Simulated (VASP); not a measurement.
NaLaMnMoO6:

```
Na La Mn Mo O
1.0
     4.97775   -2.88146    0.02055
     4.97775    2.88146    0.02055
    -3.06086    0.00000    4.59785
Na La Mn Mo O
1 1 1 1 6
Cartesian
  8.3737 0.0000 2.3395
  5.0845 0.0000 3.6552
  1.8841 0.0000 0.9212
  1.9122 0.0000 4.6056
  1.1411 0.0000 2.8354
  3.0790 1.4392 4.0538
  3.6709 1.2699 0.7230
  3.6709 -1.2699 0.7230
  3.0790 -1.4392 4.0538
  6.0252 0.0000 1.6038
```

The cell was built by a generator and needn't be a form met in nature.

- Program: VASP 6.6.1
- Task: relaxation of cell and atoms
- Functional: PBE
- Dispersion: D4
- Potentials or basis: VASP PAW PBE potentials, release 64 (Na_pv, La, Mn_pv, Mo_sv, O)
- Cutoff: 600 eV
- k mesh: 6 × 6 × 6
- Occupations: fermi-dirac, width 0.05 eV
- Spin: collinear spin, ferromagnetic start
- Starting moments: [0.0, 0.0, 4.0, 1.0, 0.0, 0.0, 0.0, 0.0, 0.0, 0.0] μB

At the start: pressure -2.5 GPa; volume 13.23 Å³/atom.

Task: Where does the relaxation end?

Result: Over 41 steps the energy falls by 2.2 meV/atom and the volume is 13.00 Å³/atom (-1.7 %); space group Cm (No. 8, to 0.05 Å); moment 5.00 μB per cell.

The path:
| step | energy change (eV) | largest force (eV/Å) | pressure (GPa) | volume (Å³) |
| --- | --- | --- | --- | --- |
| 1 | 0.0000 | 0.0757 | -2.53 | 132.26 |
| 3 | -0.0112 | 0.2313 | 1.26 | 130.71 |
| 5 | -0.0124 | 0.1610 | 0.05 | 131.01 |
| 7 | -0.0162 | 0.0839 | 0.17 | 130.64 |
| 9 | -0.0170 | 0.0946 | -0.74 | 130.78 |
| 11 | -0.0184 | 0.0701 | -0.43 | 130.64 |
| 13 | -0.0189 | 0.1016 | 0.00 | 130.47 |
| 15 | -0.0198 | 0.0561 | 0.06 | 130.36 |
| 17 | -0.0207 | 0.0807 | -0.22 | 130.27 |
| 19 | -0.0210 | 0.0547 | -0.23 | 130.25 |
| 21 | -0.0212 | 0.0395 | 0.07 | 130.18 |
| 23 | -0.0214 | 0.0320 | -0.02 | 130.20 |
| 25 | -0.0215 | 0.0479 | -0.01 | 130.20 |
| 27 | -0.0216 | 0.0382 | 0.11 | 130.16 |
| 29 | -0.0217 | 0.0265 | -0.12 | 130.18 |
| 31 | -0.0218 | 0.0381 | 0.18 | 130.09 |
| 33 | -0.0220 | 0.0388 | 0.02 | 130.10 |
| 35 | -0.0220 | 0.0391 | -0.10 | 130.11 |
| 37 | -0.0221 | 0.0275 | 0.14 | 130.03 |
| 39 | -0.0222 | 0.0255 | -0.05 | 130.06 |
| 41 | -0.0222 | 0.0163 | 0.09 | 130.04 |

Final structure:
```
CELL_PARAMETERS angstrom
4.93804 -2.87760 -0.01972
4.93804 2.87760 -0.01972
-3.07360 0.00000 4.58798
ATOMIC_POSITIONS crystal
Na 0.99924 0.99924 0.50053
La 0.75362 0.75362 0.78743
Mn 0.24896 0.24896 0.20209
Mo 0.49926 0.49926 0.99664
O 0.29662 0.29662 0.61164
O 0.32650 0.82643 0.87303
O 0.19703 0.63748 0.15569
O 0.63748 0.19703 0.15569
O 0.82643 0.32650 0.87303
O 0.71486 0.71486 0.34422
```

Caveat: a cell with one magnetic atom can't hold antiferromagnetic order, which such compounds often take.
